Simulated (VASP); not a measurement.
Consider the following.

```
S2Si
1.0
    1.64480     0.94963     6.18568
   -1.64480     0.94963     6.18568
    0.00000    -1.89925     6.18568
Si S
1 2
Cartesian
  0.00000   0.00000   0.00000
  0.00000   0.00000   4.87742
  0.00000   0.00000  13.67961
```

All values below come from r2SCAN meta-GGA, VASP's PBE PAW potentials (set 64) (plane waves; VASP). Run with 400 eV cut-off, 9×9×9 Γ-centred mesh, tetrahedra with Blöchl corrections, potentials Si S.

The cores are frozen, which limits the accuracy of field gradients.

Task: Give the principal components of the electric field gradient (V/Å²) and the asymmetry η at each nucleus.

Result: 
| atom | Vxx | Vyy | Vzz | η |
|---|---|---|---|---|
| Si1 | 0.1 | 0.1 | -0.2 | - |
| S2 | 32.2 | 32.2 | -64.4 | 0.00 |
| S3 | 32.2 | 32.2 | -64.4 | 0.00 |

The structure was generated: SiS2 was put into the CdCl2 type (R-3m), which need not be its known phase. It was relaxed first, which changed the volume by +18 %.
